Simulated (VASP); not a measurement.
Crystal: OsF.

```xyz
4
Lattice="3.1207 0.0000 0.0000 -1.5604 2.7026 0.0000 0.0000 0.0000 5.1417" Properties=species:S:1:pos:R:3 pbc="T T T"
Os    0.0000    1.8017    3.8562
Os    1.5604    0.9009    1.2854
F     0.0000    0.0000    0.0000
F     0.0000    0.0000    2.5708
```

The cell was built by a generator and needn't be a form met in nature.

| Property | Result |
| --- | --- |
| Program | VASP 6.6.1 |
| Task | relaxation of cell and atoms |
| Functional | PBE |
| Potentials or basis | VASP PAW PBE potentials, release 64 (Os, F) |
| Cutoff | 600 eV |
| k mesh | 6 × 6 × 4 |
| Occupations | gaussian, width 0.1 eV |
| Spin | collinear spin, typed start |
| Starting moments | [1.0, 1.0, 0.0, 0.0] μB |

At the start: pressure 50.3 GPa; volume 10.84 Å³/atom.

Where does the relaxation end?

Over 19 steps the energy falls by 819.6 meV/atom and the volume is 12.15 Å³/atom (+12.0 %); space group P6_3/mmc (No. 194, to 0.05 Å); moment 0.00 μB per cell.

The path:
```csv
step,energy change (eV),largest force (eV/Å),pressure (GPa),volume (Å³)
1,0.0000,0.0000,50.26,43.37
2,-1.4365,0.0000,-12.83,68.39
3,-1.8642,0.0000,1.42,58.16
4,-1.8677,0.0000,-0.45,59.09
5,-1.8677,0.0000,0.23,58.74
6,-1.8821,0.0000,0.16,58.69
7,-1.9438,0.0000,-0.11,58.48
8,-2.1420,0.0000,-0.85,57.83
9,-2.6657,0.0000,-15.24,55.55
10,0.0729,0.0000,11.07,46.67
11,-2.9085,0.0000,-18.45,54.45
12,-2.9213,0.0000,-18.38,54.30
13,-2.9940,0.0000,-16.74,53.64
14,-3.1654,0.0000,-11.21,51.70
15,-3.2669,0.0000,3.31,47.96
16,-3.2752,0.0000,-0.43,48.78
17,-3.2752,0.0000,0.02,48.68
18,-3.2765,0.0000,0.07,48.65
19,-3.2785,0.0000,0.24,48.58
```

Final structure:
```xyz
4
Lattice="3.7530 0.0000 0.0000 -1.8765 3.2502 0.0000 0.0000 0.0000 3.9828" Properties=species:S:1:pos:R:3 pbc="T T T"
Os    0.0000    2.1668    2.9871
Os    1.8765    1.0834    0.9957
F    -1.8765    3.2502    0.0000
F    -1.8765    3.2502    1.9914
```

Caveat: the k mesh is coarse (spacing up to 0.39 Å⁻¹), so the values aren't converged.
